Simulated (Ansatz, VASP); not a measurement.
## Ta2Sb: VASP beside Ansatz

One calculation is typed for both programs; each brings its own data sets. How far apart do they land? The cell is generated by rule, not measured, and may not be a known phase. The cell is taken from a series of runs on this material, whose earlier steps may have relaxed, scaled, displaced or heated it; both programs get it as it stands.

Main program and level: Ansatz 0.2.0; plane waves, with VASP 6.6.1 beside it; zone-centre phonons at PBEsol.

The structure was built from a prototype and need not be the compound's stable phase.

## 1. The starting structure

Symmetry: P-3m1, No. 164, trigonal system. Conventional cell: a = 3.318 Å, b = 3.318 Å, c = 6.281 Å, α = 90.00°, β = 90.00°, γ = 120.00°. Nearest to Ta lie 3 Ta at 2.73 Å and 3 Sb at 2.90 Å. Sb has 6 Ta at 2.90 Å nearest. Farther neighbours are not listed.

## 2. Ansatz: zone-centre phonons, PBEsol

Ansatz runs on its default PAW (the set named soft_2) files.

Second derivatives magnify differences that forces hide, and they need a tight electronic threshold.

Contents of input.yaml:

```yaml
crystal:
  lattice:
    - [3.3175238347, 2.9122e-06, 0.0]
    - [-1.6587644394, 2.8730584624, 0.0]
    - [0.0, 0.0, 6.2806094502]
  atoms:
    - { symbol: Ta, position: [0.6666666667, 0.3333333333, 0.6543609232] }
    - { symbol: Ta, position: [0.3333333333, 0.6666666667, 0.3456390768] }
    - { symbol: Sb, position: [0.0, 0.0, 0.0] }
kpoints:
  mp_grid: { grid: [15, 15, 8] }
hamiltonian:
  xc: pbesol
scf:
  occupations: { method: methfessel_paxton, width: 0.2 }
output:
  eigenvalues: true
phonons:
  method: dfpt
```

Command:

```
> ansatz run input.yaml --threads 8 --pin off --max-ram 14336MiB --backend cpu --events-out ev --progress --plain --runs-dir out
```

Numbers of over 12 decimals in the logs are rounded to 6 here.

Output:

```text
Engine: ansatz 0.2.0, x86_64-unknown-linux-gnu
Pseudopotentials: kind: paw
Pseudopotential: Ta, paw, valence charge 13, recommended cutoff 420 eV (normal), Ta.paw.azcp
Pseudopotential: Sb, paw, valence charge 15, recommended cutoff 420 eV (normal), Sb.paw.azcp
Functional definition: PBEsol
  exchange = pbesol_x
  correlation = pbesol_c
Crystal: 3 atoms, lattice volume = 59.863 Å³
Basis set: ecut = 420 eV, 1185 PW (Γ), exchange–correlation on 48×48×90 points (8 copies of the dense FFT grid, shifted against one another)
Bands: 25, of which v1, the nominal top of the filled ones, is band 21 counted from 1 (20 counted from 0)
Symmetry: 12 space group operations
k-points: 488 of 1800 (irreducible under 2 space group operations, time reversal used)
Non-local potential: Ta, projectors of the file, l = 0: 3, l = 1: 2, l = 2: 2, l = 3: 1
Non-local potential: Sb, projectors of the file, l = 0: 2, l = 1: 2, l = 2: 2, l = 3: 2
PAW form: soft (Blöchl's): semilocal exchange-correlation on the pseudo side does not see the compensation charge
PAW frozen core: Ta, regenerated for the run's functional, and the local potential with it (the file was generated under x = pbe(κ = 0.804, μ = 0.219515), c = pbe(β = 0.066725))
PAW frozen core: Sb, regenerated for the run's functional, and the local potential with it (the file was generated under x = pbe(κ = 0.804, μ = 0.219515), c = pbe(β = 0.066725))
PAW one-centre angular grid: Ta, 590 points (default); XC on 64 Gauss nodes
PAW one-centre angular grid: Sb, 590 points (default); XC on 64 Gauss nodes
Initial density: superposition of atomic densities (neutral atoms: chi_scale 0, normalization atom), corrected by the library's trained network
Initial wavefunctions: pseudopotential atomic-orbital guess
Functional: x = pbesol(κ = 0.804, μ = 0.123457), c = pbesol(β = 0.046)
SCF iter   1: F=—  HF=-26020.369667 eV  |F-HF|=—  |Δ(HF+E_count)|=         —  Δρ=6.07e-3  dr2=4.80e-2  ethr=1.77e-3  ⟨swp⟩=5.2  Hψ=54116  notcnv=0
preconditioner: auto → Kerker (q_TF=auto, 2.562 Å⁻¹)  [metal: Δε(μ)=0.002 eV  Ē_g=5.631 eV  σ=0.200 eV  W_gap=0.01  n_scr=22 (ndim 8)  ℏωp=18.6 eV  f_vac=0.000  D(μ)=2.59/eV (n_scr^D=22)]
SCF iter   2: F=—  HF=-26020.365338 eV  |F-HF|=—  |Δ(HF+E_count)|=   4.33e-3  S|Δr|=    0.00e0  Δρ=3.72e-3  dr2=2.07e-2  ethr=1.17e-4  ⟨swp⟩=1.0  Hψ=16104  notcnv=0
SCF iter   3: F=—  HF=-26020.361961 eV  |F-HF|=—  |Δ(HF+E_count)|=   3.38e-3  S|Δr|=    0.00e0  Δρ=4.92e-4  dr2=1.70e-4  ethr=5.05e-5  ⟨swp⟩=2.0  Hψ=14966  notcnv=0
SCF iter   4: F=—  HF=-26020.361909 eV  |F-HF|=—  |Δ(HF+E_count)|=   5.26e-5  S|Δr|=    0.00e0  Δρ=1.17e-4  dr2=8.80e-6  ethr=4.14e-7  ⟨swp⟩=2.0  Hψ=15773  notcnv=0
SCF iter   5: F=—  HF=-26020.361909 eV  |F-HF|=—  |Δ(HF+E_count)|=   5.74e-8  S|Δr|=    0.00e0  Δρ=1.97e-5  dr2=1.82e-7  ethr=2.15e-8  ⟨swp⟩=2.0  Hψ=18147  notcnv=0
SCF iter   6: F=—  HF=-26020.361909 eV  |F-HF|=—  |Δ(HF+E_count)|=   6.15e-8  S|Δr|=    0.00e0  Δρ=4.10e-6  dr2=1.19e-8  ethr=4.43e-10  ⟨swp⟩=2.1  Hψ=19039  notcnv=0
SCF iter   7: F=—  HF=-26020.361909 eV  |F-HF|=—  |Δ(HF+E_count)|=   3.06e-9  S|Δr|=    0.00e0  Δρ=9.35e-7  dr2=6.71e-10  ethr=2.89e-11  ⟨swp⟩=2.4  Hψ=17987  notcnv=0
SCF iter   8: F=—  HF=-26020.361909 eV  |F-HF|=—  |Δ(HF+E_count)|=  1.89e-10  S|Δr|=    0.00e0  Δρ=1.53e-7  dr2=1.35e-11  ethr=1.64e-12  ⟨swp⟩=2.0  Hψ=17932  notcnv=0
SCF iter   9: F=-26020.361909 eV  HF=-26020.361909 eV  |F-HF|=1.46e-11  |Δ(HF+E_count)|=  3.64e-12  S|Δr|=    0.00e0  Δρ=3.13e-8  dr2=7.36e-13  ethr=1.00e-12  ⟨swp⟩=6.0  Hψ=49425  notcnv=0
the search or the solves at the SCF's close seem to have found levels that the self-consistency loop had missed (the run counts 1). By its estimate they hold under 1e-12 electrons; where the run keeps them, the occupations were computed again with them
SCF 1 converged in 9 iterations: F = -26020.361909 eV  dr2 = 7.36e-13
  greatest PAW one-centre occupation: 1.000 electrons in one spin orbital (limit 2), on the Ta atom at site 1 (counted from 0), in its partial waves of l = 0
DFPT response loops at Γ: preconditioner auto → Kerker (q_TF=auto, 2.562 Å⁻¹) (partly filled bands, converged f_vac=0.000); β = 1.00, the filter's whole step (`scf.mixing.beta` (0.50) is not read by the response loops under this deck's `scf.mixing.preconditioner`; to damp them name `kerker` or `kerker_dos`, under which they read `scf.mixing.beta`, and type it under 1.00, their step now; both keys bind the ground state too); Broyden in place of MSR1
SCF converged after 9 iterations
Stability not checked: this state was not tested for a lower state beside it, because cold or Methfessel-Paxton smearing, or corrected tetrahedra, fill the levels in a way that the test cannot read (fill_not_monotonic; see scf.lower_state_search)
Free energy (F): -26020.361909 eV
Harris-Foulkes:  -26020.361909 eV  (|F-HF|=1.46e-11)
Internal energy: -26020.360607 eV  (E = F + TS)
E sigma→0 (E₀):  -26020.361584 eV
Entropy (-TS):   -0.001302 eV (-0.434 meV/atom)
Fermi energy:    16.935127 eV
--- Per-component energies (eV) ---
  E_band       = -335.659626
  E_kinetic    = 942.258400
  E_local      = -2486.864588  (includes V_loc(G=0)·N_el)
  E_nonlocal   = 401.509240
  E_hartree    = 1020.424354
  E_xc         = -572.175426
  E_vxc        = -505.327715  (∫ρ·V_xc dr)
  E_paw        = -21046.873805  (= ΣΔE_a)
  E_vpaw       = -728.084002  (= ΣTr[D̂ρ^β])
  E_aug_tail   = 0.000307  (compensation charges beyond the density's cutoff)
  E_ewald      = -4279.398240
  E_core_change = 0.759150  (= ΣΔE_core)
  E_smearing   = -0.001302  (= −TS)
  E_closure    = -0.000000  (closes the sum)
  Σ components = -26020.361909   (vs F -26020.361909, Δ=0.00e0)
--- Band table (eV; the first three rows and the last of 488) ---
  k-point 0: bands = [... 17 lower, 16.2038, 16.2038, 16.2185, 16.2185, 19.0417, 19.1091, 19.1091, 19.2662]
  k-point 1: bands = [... 17 lower, 16.0871, 16.0871, 16.2869, 16.2869, 19.0178, 19.1816, 19.1816, 19.3649]
  k-point 2: bands = [... 17 lower, 15.9515, 15.9515, 16.3124, 16.3124, 18.9599, 19.2967, 19.2967, 19.7042]
  k-point 487: bands = [... 17 lower, 14.2691, 15.1889, 15.6246, 16.9382, 17.6539, 18.1298, 18.8001, 21.0440]
--- Phonons (Γ-DFPT): 4 representative perturbations + reference, on 488 of 1800 k-points (Σ response iterations 12) ---
  k mesh reduced under 2 symmetry operations, with k and −k counted as one. Each operation leaves every solved perturbation unchanged. A smaller set is not used because it would not reduce the number of displacements times k-points to solve
  ASR residual: 6.773e-5 → 0.000e0 eV/Å²; symmetrization residual: 9.943e-5 eV/Å²
  ASR residual per site (eV/Å²): 4.95e-5 4.95e-5 6.77e-5
  Γ frequencies (cm⁻¹): 0.00 0.00 0.00 62.34 62.34 113.31 113.31 175.65 203.93
  non-analytic LO–TO correction: not included (Born effective charges unavailable; polar crystals: no LO–TO splitting at Γ)
```

Reading the cycles: dr2 is the Hartree energy of the density residual (eV), the measure of convergence; HF is the Harris–Foulkes estimate of the energy, which meets the free energy F at convergence.

(Part 1 of 2 ends here.)

[Lines on the potential files, build, host, timing and source positions are cut from VASP's logs without a mark.]

[Logs are printed without paths, hosts, clocks, repeated set-up lines and the standing remarks that a program may print on its own settings, such as how far it seeks lower states.]

[Hosts, paths, dates, database ids (printed as entryN), source tags and the programs' standing remarks are cut or masked in the printed files.]
